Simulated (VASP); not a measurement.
Data:

```yaml
crystal:
  lattice:
    - [0.00000, 2.60240, 2.60240]
    - [2.60240, 0.00000, 2.60240]
    - [2.60240, 2.60240, 0.00000]
  atoms:
    - { symbol: Sr, position: [0.00000, 0.00000, 0.00000] }
    - { symbol: O, position: [0.50000, 0.50000, 0.50000] }
```

All values below come from PBE GGA, VASP's PBE PAW potentials (set 64) (plane waves; VASP). Numerical set-up: 520 eV cut-off, Gaussian smearing of 0.050 eV, potentials Sr_sv O.

Question: Give the energies of bands 6 to 11 at the high-symmetry points, in eV from the valence-band maximum.

Answer: 
| band | Γ | X | U | L | W |
|---|---|---|---|---|---|
| 6 | 0.00 | -0.49 | -0.94 | -2.10 | -1.07 |
| 7 | 0.00 | -0.11 | -0.56 | -1.07 | -0.47 |
| 8 | 0.00 | -0.11 | -0.52 | -1.07 | -0.47 |
| 9 | 3.73 | 3.28 | 4.73 | 6.39 | 5.92 |
| 10 | 6.13 | 7.53 | 7.72 | 8.16 | 5.92 |
| 11 | 6.13 | 9.93 | 8.45 | 8.64 | 8.35 |

The gap is indirect, 3.28 eV, from the valence maximum at Γ to the conduction minimum at X.

The compound is SrO in the rock salt structure. It was relaxed first.
